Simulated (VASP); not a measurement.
Output of a VASP run:

**OSZICAR**
```
...
DAV:  34    -0.719179024581E+01    0.53112E-06   -0.55904E-05   570   0.130E-01    0.218E-02
DAV:  35    -0.719178521772E+01    0.50281E-05   -0.76563E-06   636   0.319E-02    0.185E-02
DAV:  36    -0.719178909606E+01   -0.38783E-05   -0.40538E-06   564   0.223E-02    0.159E-02
DAV:  37    -0.719179663823E+01   -0.75422E-05   -0.44421E-06   702   0.269E-02    0.128E-02
DAV:  38    -0.719180425256E+01   -0.76143E-05   -0.15168E-06   570   0.237E-02    0.110E-02
DAV:  39    -0.719181136464E+01   -0.71121E-05   -0.26791E-06   564   0.308E-02    0.794E-03
DAV:  40    -0.719181510801E+01   -0.37434E-05   -0.17053E-06   576   0.248E-02    0.523E-03
DAV:  41    -0.719181803630E+01   -0.29283E-05   -0.13603E-06   564   0.212E-02    0.322E-03
DAV:  42    -0.719181923491E+01   -0.11986E-05   -0.28861E-07   402   0.102E-02    0.190E-03
DAV:  43    -0.719182027091E+01   -0.10360E-05   -0.33153E-07   576   0.993E-03    0.919E-04
DAV:  44    -0.719182031692E+01   -0.46013E-07   -0.33175E-08   288   0.276E-03
   1 F= -.71918203E+01 E0= -.71918203E+01  d E =-.719182E+01
       N       E                     dE             d eps       ncg     rms          rms(c)
DAV:   1    -0.719293403407E+01   -0.11138E-02   -0.43097E-03   588   0.869E-01    0.122E-01
DAV:   2    -0.719260749534E+01    0.32654E-03   -0.97562E-04   660   0.326E-01    0.892E-02
DAV:   3    -0.719278174098E+01   -0.17425E-03   -0.13678E-03   858   0.489E-01    0.186E-02
DAV:   4    -0.719226723409E+01    0.51451E-03   -0.20636E-03   564   0.524E-01    0.194E-02
DAV:   5    -0.719235089735E+01   -0.83663E-04   -0.86203E-05   582   0.127E-01    0.159E-02
DAV:   6    -0.719265449739E+01   -0.30360E-03   -0.36918E-03   564   0.672E-01    0.301E-02
DAV:   7    -0.719261564924E+01    0.38848E-04   -0.62135E-04   564   0.276E-01    0.253E-03
DAV:   8    -0.719260941955E+01    0.62297E-05   -0.35779E-05   684   0.774E-02    0.151E-03
DAV:   9    -0.719260808707E+01    0.13325E-05   -0.56047E-06   624   0.355E-02    0.114E-03
DAV:  10    -0.719260492360E+01    0.31635E-05   -0.68259E-07   618   0.125E-02    0.189E-03
DAV:  11    -0.719260838481E+01   -0.34612E-05   -0.16291E-06   588   0.160E-02    0.179E-03
DAV:  12    -0.719260797101E+01    0.41380E-06   -0.74264E-08   492   0.326E-03
   2 F= -.71926080E+01 E0= -.71926080E+01  d E =-.787654E-03
       N       E                     dE             d eps       ncg     rms          rms(c)
DAV:   1    -0.719575010791E+01   -0.31417E-02   -0.36039E-02   594   0.251E+00    0.354E-01
DAV:   2    -0.719336374257E+01    0.23864E-02   -0.84689E-03   636   0.940E-01    0.258E-01
DAV:   3    -0.719520845946E+01   -0.18447E-02   -0.11178E-02   858   0.145E+00    0.474E-02
DAV:   4    -0.719105709562E+01    0.41514E-02   -0.12912E-02   564   0.132E+00    0.492E-02
DAV:   5    -0.719197347260E+01   -0.91638E-03   -0.12121E-03   564   0.434E-01    0.319E-02
DAV:   6    -0.719371611370E+01   -0.17426E-02   -0.19386E-02   564   0.158E+00    0.656E-02
DAV:   7    -0.719353868685E+01    0.17743E-03   -0.29869E-03   564   0.593E-01    0.551E-03
DAV:   8    -0.719351775453E+01    0.20932E-04   -0.22600E-04   720   0.180E-01    0.635E-03
DAV:   9    -0.719350708650E+01    0.10668E-04   -0.32326E-05   618   0.964E-02    0.720E-03
DAV:  10    -0.719351199668E+01   -0.49102E-05   -0.88861E-06   570   0.478E-02    0.432E-03
DAV:  11    -0.719351448199E+01   -0.24853E-05   -0.39414E-06   606   0.208E-02    0.351E-03
DAV:  12    -0.719351538786E+01   -0.90587E-06   -0.55519E-07   588   0.110E-02
   3 F= -.71935154E+01 E0= -.71935154E+01  d E =-.169507E-02
```

OUTCAR:
```
------------------------ aborting loop because EDIFF is reached ----------------------------------------
  FORCE on cell =-STRESS in cart. coord.  units (eV):
  Direction    XX          YY          ZZ          XY          YZ          ZX
  --------------------------------------------------------------------------------------
  Total       -0.0002109     -0.0002109     -0.0002109     -0.0000000      0.0000000      0.0000000
  in kB       -0.0221459     -0.0221459     -0.0221459     -0.0000000      0.0000000      0.0000000
  external PRESSURE =      -0.0221459 kB  Pullay stress =       0.0000000 kB
  volume of cell :       15.26
      direct lattice vectors                 reciprocal lattice vectors
    -0.000000000  1.968677277  1.968677277    -0.253977636  0.253977636  0.253977636
     1.968677277 -0.000000000  1.968677277     0.253977636 -0.253977636  0.253977636
     1.968677277  1.968677277  0.000000000     0.253977636  0.253977636 -0.253977636
  FREE ENERGIE OF THE ION-ELECTRON SYSTEM (eV)
  ---------------------------------------------------
  free  energy   TOTEN  =        -7.1935153879 eV

  energy  without entropy=       -7.1935153879  energy(sigma->0) =       -7.19351539

 reached required accuracy - stopping structural energy minimisation
```
(Selected blocks of OUTCAR.)

POSCAR:
```
LiH
1
    0.0000000000     1.9480771890     1.9480771890
    1.9480771890     0.0000000000     1.9480771890
    1.9480771890     1.9480771890     0.0000000000
Li H
1 1
Direct
  1.0000000000   0.0000000000   1.0000000000
  0.5000000000   0.5000000000   0.5000000000
```

Q: Reconstruct the remaining input files.

A: One answer among several that fit: the input of the run itself, TPSS meta-GGA, plane waves, VASP's PBE PAW potentials (set 64).

KPOINTS:
```
Automatic mesh
0
Gamma
10 10 10
0 0 0
```

### INCAR
```
ALGO = Normal
EDIFF = 1E-6
EDIFFG = -0.01
ENCUT = 520
IBRION = 2
ISIF = 3
ISMEAR = 0
LASPH = .TRUE.
LCHARG = .FALSE.
LMIXTAU = .TRUE.
LREAL = .FALSE.
LWAVE = .FALSE.
METAGGA = TPSS
NELM = 100
NSW = 60
PREC = Accurate
SIGMA = 0.05
SYSTEM = LiH
```

POTCAR, in this order: Li_sv H (PBE.64 set). Program: vasp_std.

Energy and stress use the plane-wave basis of the starting cell.

The compound is LiH in the rock salt structure. This run relaxes it. Symmetry was kept, so distortions that lower it aren't found. The start is the result of an earlier pass.
